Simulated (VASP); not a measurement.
Write the native input for VASP 6.6.1 that does the following.

- Task: single point
- Functional: PBE
- Dispersion: D3(BJ)
- Potentials or basis: VASP PAW PBE potentials, release 64 (O, H, Mg, Cl)
- Cutoff: 520 eV
- k mesh: 1 × 1 × 1
- Occupations: fermi-dirac, width 0.02 eV
- Spin: no spin polarisation
- Dipole correction: no
- Further INCAR settings: LREAL = Auto; ALGO = Fast; EDIFF = 1e-06; NBANDS = 70

The structure of MgH20Cl2O10 lies in POSCAR:

```
MgH20Cl2O10
1.0
    7.1530900000      0.0000000000      0.0000000000
    0.0000000000      7.1530900000      0.0000000000
    0.0000000000      0.0000000000      7.1530900000
O H Mg Cl
10 20 1 2
Direct
    0.2166196707      0.3166323924      0.3375604110
    0.0735905741      0.9892507993      0.2503114039
    0.7303417125      0.0560457089      0.0912332992
    0.8222180904      0.6258833595      0.4502949075
    0.6133153644      0.3503381056      0.5641757618
    0.4111789450      0.8078187189      0.2549108148
    0.3127040202      0.5204883484      0.7234775461
    0.0637766336      0.7642291653      0.8447258458
    0.9209306747      0.0586320038      0.5967351173
    0.9163312638      0.3739083389      0.7960475822
    0.2907834237      0.3669742727      0.2250915339
    0.1446787332      0.1929935175      0.2994230465
   -0.0310774784      0.9828479720      0.1551776924
    0.1876391881      0.9138428288      0.2229106582
    0.7381005971      0.1951184733      0.0966994683
    0.6421420673      0.0308957388     -0.0131271940
    0.7975294593      0.6046477816      0.3056581142
    0.9336943894      0.5695580511      0.4985397919
    0.6651111617      0.4566837549      0.4885301317
    0.7221354687      0.3208263841      0.6379480756
    0.4912702063      0.9125846313      0.2154872929
    0.4364267750      0.7020043086      0.1768606295
    0.4218177040      0.5804484496      0.7851012639
    0.1879747074      0.5867534171      0.7718063103
    0.1801179630      0.8262583024      0.8840654878
   -0.0022647555      0.8487660577      0.7662283013
    0.7947055049      0.0125540151      0.6020475067
    0.9614306544      0.0181320241      0.4743544398
    0.9292906981      0.2474175496      0.8392037567
    0.8289284771      0.4305132467      0.8875465009
    0.3419780822      0.2918598815      0.5920238666
    0.4178753518      0.0244509715      0.7992210359
    0.6244014824      0.4719918245      0.0881577053
```

The cell was built by a generator and needn't be a form met in nature.

The input as run:

INCAR

```
SYSTEM = MgH20Cl2O10
ALGO     = Fast           ! electronic algorithm
EDIFF    = 1E-6           ! SCF threshold, eV
ENCUT    = 520            ! plane-wave cutoff, eV
GGA      = PE             ! functional
ISIF     = 2              ! what is computed and relaxed
ISMEAR   = -1             ! smearing method
IVDW     = 12             ! dispersion correction
LASPH    = .True.         ! aspherical terms in the spheres
LCHARG   = .False.        ! write CHGCAR
LREAL    = Auto         
LWAVE    = .False.        ! write WAVECAR
NBANDS   = 70             ! bands
NELM     = 80             ! most SCF steps
PREC     = Accurate       ! precision mode
SIGMA    = 0.02           ! smearing width, eV
```

KPOINTS

```
k-points
0
Gamma
  1 1 1
  0 0 0
```

Potentials or basis: VASP PAW PBE potentials, release 64 (O, H, Mg, Cl).

Launch:

```console
$ cat potpaw_PBE.64/O/POTCAR potpaw_PBE.64/H/POTCAR potpaw_PBE.64/Mg/POTCAR potpaw_PBE.64/Cl/POTCAR > POTCAR
$ mpirun -np 1 vasp_gam > vasp.out
```

Results of the run:

```yaml
Pressure: -0.8 GPa
Largest_force: 2.902 eV/Å
Band_gap_on_the_k_mesh: 4.34 eV, direct
Dispersion_energy_per_atom: -0.048 eV
```

Run time: 99 s on 1 thread of AMD EPYC 7571, on a shared host, peak memory 0.34 GiB.
